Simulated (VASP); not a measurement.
Crystal: CuF.

```xyz
2
Lattice="2.4710 0.0000 0.0000 0.0000 2.4710 0.0000 0.0000 0.0000 3.4165" Properties=species:S:1:pos:R:3 pbc="T T T"
Cu    0.0000    0.0000    0.0000
F     1.2355    1.2355    1.7083
```

The cell was built by a generator and needn't be a form met in nature.

* Program: VASP 6.6.1
* Task: relaxation of cell and atoms
* Functional: SCAN
* Potentials or basis: VASP PAW PBE potentials, release 64 (Cu, F)
* Cutoff: 600 eV
* k mesh: 11 × 11 × 8
* Occupations: gaussian, width 0.05 eV
* Spin: no spin polarisation

At the start: pressure -3.3 GPa; volume 10.43 Å³/atom.

Where does the relaxation end?

Over 10 steps the energy falls by 125.0 meV/atom and the volume is 10.17 Å³/atom (-2.5 %); space group Pm-3m (No. 221, to 0.05 Å).

Step by step:
```
step  energy change (eV)  largest force (eV/Å)  pressure (GPa)  volume (Å³)
   1              0.0000                0.0000           -3.31        20.86
   2             -0.1375                0.0000            0.58        20.17
   3             -0.1900                0.0000            5.48        19.54
   4             -0.1240                0.0000           19.58        18.11
   5             -0.1910                0.0000            9.94        19.07
   6             -0.2470                0.0000           -1.54        20.68
   7             -0.2472                0.0000           -0.57        20.52
   8             -0.2473                0.0000           -0.76        20.55
   9             -0.2482                0.0000           -0.79        20.50
  10             -0.2500                0.0000           -0.01        20.34
```

Final structure:
```
Cu F
1.0
     2.71873    0.00000    0.00000
     0.00000    2.71873    0.00000
     0.00000    0.00000    2.75145
Cu F
1 1
Direct
  0.00000 0.00000 0.00000
  0.50000 0.50000 0.50000
```

Caveat: the PAW data sets were made with another functional, which shifts forces and pressure a little; the run has no spin polarisation, though such a crystal can be magnetic.
